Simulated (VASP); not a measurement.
Output of a VASP run:

File OSZICAR:
```
       N       E                     dE             d eps       ncg     rms          rms(c)
DAV:   1    -0.266041805220E+01   -0.26604E+01   -0.74848E+02  1915   0.250E+02
DAV:   2    -0.411026958785E+01   -0.14499E+01   -0.13906E+01  2270   0.260E+01
DAV:   3    -0.412247096845E+01   -0.12201E-01   -0.12175E-01  2145   0.253E+00
DAV:   4    -0.412251827128E+01   -0.47303E-04   -0.47302E-04  2270   0.139E-01
DAV:   5    -0.412251850472E+01   -0.23344E-06   -0.23357E-06  2155   0.807E-03    0.144E+00
RMM:   6    -0.410532638486E+01    0.17192E-01   -0.16336E-03  1650   0.295E-01    0.831E-01
RMM:   7    -0.409366138435E+01    0.11665E-01   -0.47953E-03  1650   0.493E-01    0.138E-01
RMM:   8    -0.409367361739E+01   -0.12233E-04   -0.21430E-04  1650   0.134E-01    0.327E-02
RMM:   9    -0.409367706560E+01   -0.34482E-05   -0.35252E-05  1639   0.595E-02
   1 F= -.40936771E+01 E0= -.40934813E+01  d E =-.409368E+01
```

OUTCAR:
```
------------------------ aborting loop because EDIFF is reached ----------------------------------------
  FORCE on cell =-STRESS in cart. coord.  units (eV):
  Direction    XX          YY          ZZ          XY          YZ          ZX
  --------------------------------------------------------------------------------------
  Total        0.0181317      0.0181317      0.0181317      0.0000000      0.0000000     -0.0000000
  in kB        1.7994952      1.7994952      1.7994952      0.0000000      0.0000000     -0.0000000
  external PRESSURE =       1.7994952 kB  Pullay stress =       0.0000000 kB
  volume of cell :       16.14
      direct lattice vectors                 reciprocal lattice vectors
     0.000000000  2.005960751  2.005960751    -0.249257120  0.249257120  0.249257120
     2.005960751  0.000000000  2.005960751     0.249257120 -0.249257120  0.249257120
     2.005960751  2.005960751  0.000000000     0.249257120  0.249257120 -0.249257120
 POSITION                                       TOTAL-FORCE (eV/Angst)
 -----------------------------------------------------------------------------------
      0.00000      0.00000      0.00000         0.000000      0.000000      0.000000
 -----------------------------------------------------------------------------------
    total drift:                               -0.000000      0.000000      0.000000
  FREE ENERGIE OF THE ION-ELECTRON SYSTEM (eV)
  ---------------------------------------------------
  free  energy   TOTEN  =        -4.0936770656 eV

  energy  without entropy=       -4.0930897409  energy(sigma->0) =       -4.09348129

 reached required accuracy - stopping structural energy minimisation
```
(Selected blocks of OUTCAR.)

File POSCAR:
```
Al
1
   -0.0000000000     2.0059607515     2.0059607515
    2.0059607515    -0.0000000000     2.0059607515
    2.0059607515     2.0059607515    -0.0000000000
Al
1
Direct
  0.0000000000   0.0000000000   0.0000000000
```

Problem. Reconstruct the remaining input files.

Solution. Several could match; the one computed here: the input of the run itself, PBEsol GGA, plane waves, VASP's PBE PAW potentials (set 64).

File KPOINTS:
```
K-points
0
G
  17 17 17
0 0 0
```

INCAR:
```
# general
SYSTEM  =  Al
PREC    =  Normal
ENCUT   =  400
LREAL   =  .FALSE.
LASPH   =  .TRUE.

# electronic loop
EDIFF   =  1E-5
NELM    =  100
NELMIN  =  4
ALGO    =  Fast

# smearing
ISMEAR  =  1
SIGMA   =  0.1

# functional
GGA     =  PS

# ions
IBRION  =  2
NSW     =  20
ISIF    =  2
EDIFFG  =  -0.03

# output
LWAVE   =  .FALSE.
LCHARG  =  .FALSE.
```

POTCAR, in this order: Al (PBE.64 set). Program: vasp_std.

The compound is Al in the fcc structure. It was relaxed first.
